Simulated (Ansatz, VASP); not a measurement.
# Cross-check of InSe between VASP and Ansatz, part 2 of 2

Aim: how closely do two programs agree when they are given the same cell, functional and k mesh? The cell is taken from a series of runs on this material, whose earlier steps may have relaxed, scaled, displaced or heated it; both programs get it as it stands.

VASP 6.6.1 and Ansatz 0.2.0.

So far: The structure; VASP: G0W0 gap, r2SCAN.

## (3) Ansatz: G0W0 gap, r2SCAN

Level of this step: Ansatz beside VASP: Kohn-Sham DFT, plane waves, r2SCAN (Ansatz).

Ansatz runs on its default PAW (the set named soft_2) files.

The same cell, functional and mesh now go to Ansatz, which takes its cutoff from its data sets.

input.yaml

```yaml
crystal:
  lattice:
    - [2.0226939489, 1.1678028959, 8.6753663228]
    - [-2.0226939489, 1.1678028959, 8.6753663228]
    - [0.0, -2.3356057918, 8.6753663228]
  atoms:
    - { symbol: In, position: [0.0019069871, 0.0019069871, 0.0019069871] }
    - { symbol: In, position: [0.1094202754, 0.1094202754, 0.1094202754] }
    - { symbol: Se, position: [0.6202888209, 0.6202888209, 0.6202888209] }
    - { symbol: Se, position: [0.8243839166, 0.8243839166, 0.8243839166] }
kpoints:
  mp_grid: { grid: [4, 4, 4] }
hamiltonian:
  xc: r2scan
scf:
  occupations: { method: fixed }
gw:
  n_empty_bands: 367
  ecut_chi: 120
  qp_bands: [v2, c2]
  qp_kpoints: band_edges
  screening: { model: contour_deformation }
```

Command:

```sh
$ ansatz run input.yaml --threads 3 --pin off --max-ram 92160MiB --backend cuda --events-out ev --progress --plain --runs-dir out --devices 1 --max-vram 13GiB
```

Numbers of over 12 decimals in the logs are rounded to 6 here.

Output:

```text
GPUs: using 1 of 1 available (devices: 1).
Engine: ansatz 0.2.0, x86_64-unknown-linux-gnu
Pseudopotentials: kind: paw
Pseudopotential: In, paw, valence charge 13, recommended cutoff 500 eV (meta_gga), In.paw.azcp
Pseudopotential: Se, paw, valence charge 16, recommended cutoff 500 eV (meta_gga), Se.paw.azcp
Functional definition: r2SCAN
  parameter k0 = 0.174
  parameter k1 = 0.065
  parameter a1 = 4.9479
  exchange = r2scan_x(k0 = k0, k1 = k1, a1 = a1)
  correlation = r2scan_c
device memory: the entry about to start is reckoned to put 3.9 GiB on a device that reports 56.6 GiB free (of which the cap on the GPU budget leaves the run 13.0 GiB)
GPU FFT provider: cuFFT
GPU libraries: cuBLAS 13.8.2, cuFFT 12.4.0, cuSOLVER 12.3.4
Crystal: 4 atoms, lattice volume = 122.953 Å³
Basis set: ecut = 500 eV, 3175 PW (Γ), exchange–correlation on 288×288×288 points (64 copies of the dense FFT grid, shifted against one another)
Bands: 35, of which v1, the nominal top of the filled ones, is band 29 counted from 1 (28 counted from 0)
Symmetry: 6 space group operations
Space group: R3m (ITA 160), of the structure as read, at distance tolerance 5.0e-5 Å
k-points: 13 of 64 (time reversal used)
Non-local potential: In, projectors of the file, l = 0: 2, l = 1: 2, l = 2: 2, l = 3: 2
Non-local potential: Se, projectors of the file, l = 0: 2, l = 1: 2, l = 2: 3, l = 3: 1
PAW form: soft (Blöchl's): semilocal exchange-correlation on the pseudo side does not see the compensation charge
PAW frozen core: In, regenerated for the run's functional (the file was generated under x = pbe(κ = 0.804, μ = 0.219515), c = pbe(β = 0.066725))
PAW frozen core: Se, regenerated for the run's functional (the file was generated under x = pbe(κ = 0.804, μ = 0.219515), c = pbe(β = 0.066725))
PAW one-centre angular grid: In, 590 points (default); XC on 289 of its mesh's 2783 points in the sphere
PAW one-centre angular grid: Se, 590 points (default); XC on 160 Gauss nodes
Initial density: superposition of atomic densities (neutral atoms: chi_scale 0, normalization atom), corrected by the library's trained network
Initial wavefunctions: pseudopotential atomic-orbital guess
GPU buffer pool allocated for 373248 grid points (all kernels)
GPU transforms: local potential and band sums: pruned to the plane-wave sphere, on 72×72×72
Functional: x = r2scan, c = r2scan; τ floored in thin density (d = 2e-4 eV/Å³)
SCF iter   1: F=—  HF=-22182.542046 eV  |F-HF|=—  |Δ(HF+E_count)|=         —  Δρ=6.01e-3  dr2=4.38e-2  dr2_τ=1.55e-2  ethr=1.77e-3  ⟨swp⟩=4.8  Hψ=1635  notcnv=0  defer=52
preconditioner: auto → Resta (q_TF=auto, 2.407 Å⁻¹)  ε∞=3.0  [insulator: Δε(μ)=0.893 eV  Ē_g=14.738 eV  n_scr=30 (ndim 8)  ℏωp=20.6 eV  f_vac=0.127  ε∞_Penn≈3.0]
SCF iter   2: F=—  HF=-22182.552189 eV  |F-HF|=—  |Δ(HF+E_count)|=   1.01e-2  Δρ=2.51e-3  dr2=5.73e-3  dr2_τ=2.96e-4  ethr=7.56e-5  ⟨swp⟩=2.3  Hψ=854  notcnv=0  defer=52
SCF iter   3: F=—  HF=-22182.552497 eV  |F-HF|=—  |Δ(HF+E_count)|=   3.08e-4  Δρ=7.78e-4  dr2=7.46e-4  dr2_τ=2.39e-5  ethr=9.88e-6  ⟨swp⟩=2.6  Hψ=704  notcnv=0  defer=52
SCF iter   4: F=—  HF=-22182.552596 eV  |F-HF|=—  |Δ(HF+E_count)|=   9.90e-5  Δρ=2.04e-4  dr2=6.28e-5  dr2_τ=2.30e-6  ethr=1.29e-6  ⟨swp⟩=2.8  Hψ=802  notcnv=0  defer=52
SCF iter   5: F=—  HF=-22182.552609 eV  |F-HF|=—  |Δ(HF+E_count)|=   1.24e-5  Δρ=5.57e-5  dr2=4.74e-6  dr2_τ=1.31e-7  ethr=1.08e-7  ⟨swp⟩=2.8  Hψ=796  notcnv=0  defer=22
SCF iter   6: F=—  HF=-22182.552611 eV  |F-HF|=—  |Δ(HF+E_count)|=   2.30e-6  Δρ=1.44e-5  dr2=5.15e-7  dr2_τ=8.05e-9  ethr=8.18e-9  ⟨swp⟩=2.0  Hψ=670  notcnv=0  defer=24
SCF iter   7: F=-22182.552611 eV  HF=-22182.552611 eV  |F-HF|=2.41e-8  |Δ(HF+E_count)|=   1.99e-7  Δρ=4.93e-6  dr2=4.14e-8  dr2_τ=2.07e-9  ethr=1.72e-10  ⟨swp⟩=9.1  Hψ=1752  notcnv=0
SCF 1 converged in 7 iterations: F = -22182.552611 eV  dr2 = 4.14e-8
  greatest PAW one-centre occupation: 1.000 electrons in one spin orbital (limit 2), on the Se atom at site 3 (counted from 0), in its partial waves of l = 2
device memory: the entry about to start is reckoned to put 4.8 GiB on a device that reports 59.2 GiB free (of which the cap on the GPU budget leaves the run 13.0 GiB)
NSCF: frozen V_eff on 13 k-points
the band table was solved once the SCF had ended and its energy, with any forces and stress, was formed, with the checks that follow a solve (1787 applications of the Hamiltonian). They found nothing against the state; the energy, forces and stress were not computed again (output.eigenvalues in the input reference)
device memory: the entry about to start is reckoned to put 4.5 GiB on a device that reports 58.8 GiB free (of which the cap on the GPU budget leaves the run 13.0 GiB)
NSCF: frozen V_eff on 13 k-points
G₀W₀ screening: q 1/13
[... further progress lines ...]
device memory: the entry about to start is reckoned to put 0.8 GiB on a device that reports 45.8 GiB free (of which the cap on the GPU budget leaves the run 13.0 GiB)
NSCF: frozen V_eff on 1 k-points
device memory: the entry about to start is reckoned to put 0.8 GiB on a device that reports 45.8 GiB free (of which the cap on the GPU budget leaves the run 13.0 GiB)
NSCF: frozen V_eff on 1 k-points
device memory: the entry about to start is reckoned to put 0.8 GiB on a device that reports 44.7 GiB free (of which the cap on the GPU budget leaves the run 13.0 GiB)
NSCF: frozen V_eff on 1 k-points
SCF converged after 7 iterations
Free energy (F): -22182.552611 eV
Harris-Foulkes:  -22182.552611 eV  (|F-HF|=2.41e-8)
Internal energy: -22182.552611 eV  (E = F + TS)
E sigma→0 (E₀):  -22182.552611 eV
Fermi energy:    6.342538 eV
--- Per-component energies (eV) ---
  E_band       = -988.340519
  E_kinetic    = 722.478632
  E_local      = -8166.849480  (includes V_loc(G=0)·N_el)
  E_nonlocal   = -454.849524
  E_hartree    = 3761.230050
  E_xc         = -597.546786
  E_vxc        = -423.635277  (∫ρ·V_xc dr)
  E_paw        = -12219.791302  (= ΣΔE_a)
  E_vpaw       = -213.170777  (= ΣTr[D̂ρ^β])
  E_aug_tail   = -0.000401  (compensation charges beyond the density's cutoff)
  E_vtau       = 25.228864  (kinetic-family band-sum trace: ∫τ·v_τ [+ j·A + Jᵃ·Aᵃ] dr)
  E_ewald      = -5225.625351
  E_core_change = -1.598449  (= ΣΔE_core)
  E_smearing   = -0.000000  (= −TS)
  E_closure    = 0.000000  (closes the sum)
  Σ components = -22182.552611   (vs F -22182.552611, Δ=0.00e0)
--- Band table (eV; the first three rows and the last of 13) ---
  k-point 0: bands = [... 25 lower, 5.0913, 5.1065, 5.1088, 5.1088, 8.2131, 8.9035, 11.0308, 11.0308, ... 2 higher]
  k-point 1: bands = [... 25 lower, 4.2862, 4.5132, 4.5702, 5.4620, 8.7455, 8.9116, 10.9221, 11.0408, ... 2 higher]
  k-point 2: bands = [... 25 lower, 4.0736, 4.0936, 4.1340, 4.7234, 8.0016, 8.6228, 10.4736, 10.7463, ... 2 higher]
  k-point 12: bands = [... 25 lower, 5.0138, 5.1905, 5.1905, 6.3425, 7.2475, 8.9367, 10.9782, 10.9782, ... 2 higher]
--- G₀W₀: contour deformation, 7 samples at zero and on the imaginary axis and 1 off it, 64 q-points, 367 empty bands' worth ---
  eigenvalues of the whole cell's RPA ε∞ on this k-mesh (on a slab, of 1 + 4πα/V) = 7.6960, 7.6960, 7.9800; static W/v taken at q = 0 is 0.131272
  bands read: the sum over 396 bands ends inside a degenerate multiplet in 2 slots, whose members it reads at an even weight; the widest, k=7: bands 396 to 397 (counted from 1) at 1/2 each
  gw.qp_kpoints: band_edges: 8 of 13 stored k-points solved, in 1 pass; an edge of the gap read off the rows below is read off those points alone
    valence top: of the k-points left out ik 8 came nearest to being solved in a further pass, in band 29 (counted from 1, as in the quasiparticle table): it holds the edge there only if its correction is more favourable than any solved in that band by at least 0.633 eV; those differ by 0.125 eV
    conduction bottom: of the k-points left out ik 7 came nearest to being solved in a further pass, in band 30 (counted from 1, as in the quasiparticle table): it holds the edge there only if its correction is more favourable than any solved in that band by at least 0.543 eV; those differ by 0.174 eV
    ik  band        ε_KS         Σx   Σc(E_QP)       V_xc       Z   E_QP_lin       E_QP  E_QP is
     0    28      5.1088   -18.0567     1.7384   -15.8816  0.7624     4.6698     4.6720  root
     0    29      5.1088   -18.0567     1.7384   -15.8816  0.7624     4.6698     4.6720  root
     0    30      8.2131   -10.4466    -3.6066   -14.3026  0.7810     8.4634     8.4625  root
     0    31      8.9035    -8.1266    -3.8577   -12.0969  0.7948     9.0163     9.0160  root
     1    28      4.5702   -17.6324     1.8622   -15.3026  0.7568     4.0994     4.1025  root
     1    29      5.4620   -15.7592     1.2891   -13.9684  0.7689     4.9572     4.9604  root
     1    30      8.7455    -7.6278    -3.6817   -11.4605  0.7979     8.8966     8.8964  root
     1    31      8.9116    -9.6744    -3.7607   -13.7075  0.7852     9.1849     9.1840  root
     2    28      4.1340   -16.3833     2.0228   -13.8727  0.7352     3.6405     3.6463  root
     2    29      4.7234   -15.3850     1.4209   -13.4341  0.7651     4.1900     4.1934  root
     2    30      8.0016    -7.6139    -3.3631   -11.0786  0.8024     8.1032     8.1031  root
     2    31      8.6228    -9.5959    -3.7271   -13.5847  0.7868     8.8855     8.8846  root
     3    28      4.6673   -17.7844     1.8365   -15.4857  0.7585     4.2022     4.2050  root
     3    29      5.6279   -15.9499     1.2231   -14.2384  0.7719     5.1374     5.1396  root
     3    30      8.6260    -9.2205    -3.6500   -13.0988  0.7936     8.8547     8.8543  root
     3    31      8.9218    -8.0125    -3.7381   -11.9366  0.7919     9.1081     9.1077  root
     6    28      4.2690   -17.5748     1.9554   -15.1338  0.7538     3.7799     3.7834  root
     6    29      4.8710   -15.2561     1.3153   -13.4082  0.7698     4.3358     4.3384  root
     6    30      8.0297    -8.6601    -3.4687   -12.3068  0.8013     8.2078     8.2077  root
     6    31      8.5874    -8.6680    -3.5703   -12.4193  0.7881     8.7688     8.7684  root
     9    28      4.2129   -17.4936     1.9725   -15.0335  0.7526     3.7216     3.7253  root
     9    29      4.7548   -15.0773     1.3391   -13.2003  0.7678     4.2134     4.2169  root
     9    30      8.2235    -7.9645    -3.4398   -11.5306  0.7971     8.3499     8.3497  root
     9    31      8.3780    -9.2890    -3.5884   -13.1047  0.7933     8.6058     8.6053  root
    10    28      4.6913   -17.8156     1.8293   -15.5252  0.7589     4.2275     4.2301  root
    10    29      5.8318   -16.1776     1.1639   -14.5465  0.7736     5.3632     5.3644  root
    10    30      8.6890   -10.1891    -3.6862   -14.1509  0.7886     8.9652     8.9646  root
    10    31      9.0882    -7.3013    -3.7751   -11.2280  0.7914     9.2401     9.2397  root
    12    28      5.1905   -18.2055     1.7206   -16.0577  0.7634     4.7612     4.7632  root
    12    29      6.3425   -16.3385     0.8873   -15.0387  0.7783     5.9299     5.9301  root
    12    30      7.2475    -9.9422    -3.2428   -13.3219  0.8038     7.3844     7.3844  root
    12    31      8.9367    -7.9218    -3.9312   -11.9994  0.7971     9.0833     9.0830  root
```

## (4) Side by side

Known differences besides the potentials themselves: VASP keeps PBE cores, Ansatz makes them for the functional; fixed occupations in Ansatz, narrow Gaussian smearing in VASP; the data sets hold 58 valence electrons in Ansatz (on its default PAW (the set named soft_2) files) and 38 in VASP; the cutoff is 500 eV in Ansatz and 300 eV in VASP; Ansatz integrates over frequency by contour deformation, VASP on a grid of NOMEGA points; Ansatz's G0W0 levels solve the quasiparticle equation, VASP's are linearised. Total energies have different zeros and are not compared.

Compared:

```tsv
quantity	Ansatz	VASP	difference
G0W0 gap on the mesh (eV)	1.45	1.41	+0.04
Kohn-Sham gap under it (eV)	0.90	0.88	+0.02
```

## (5) Summary of results

| Item | Value |
| --- | --- |
| difference in G0W0 gap on the mesh (G0W0 gap, r2SCAN) | 0.043 eV |

In words: The difference in G0W0 gap on the mesh is 0.043 eV (G0W0 gap, r2SCAN). The data sets hold unlike numbers of valence electrons (58 in Ansatz and 38 in VASP), so part of the differences comes from the potentials. How closely two codes agree says nothing of how well the functional describes the real material.

[Lines on the potential files, build, host, timing and source positions are cut from VASP's logs without a mark.]

[Logs are printed without paths, hosts, clocks, repeated set-up lines and the standing remarks that a program may print on its own settings, such as how far it seeks lower states.]

[Hosts, paths, dates, database ids (printed as entryN), source tags and the programs' standing remarks are cut or masked in the printed files.]
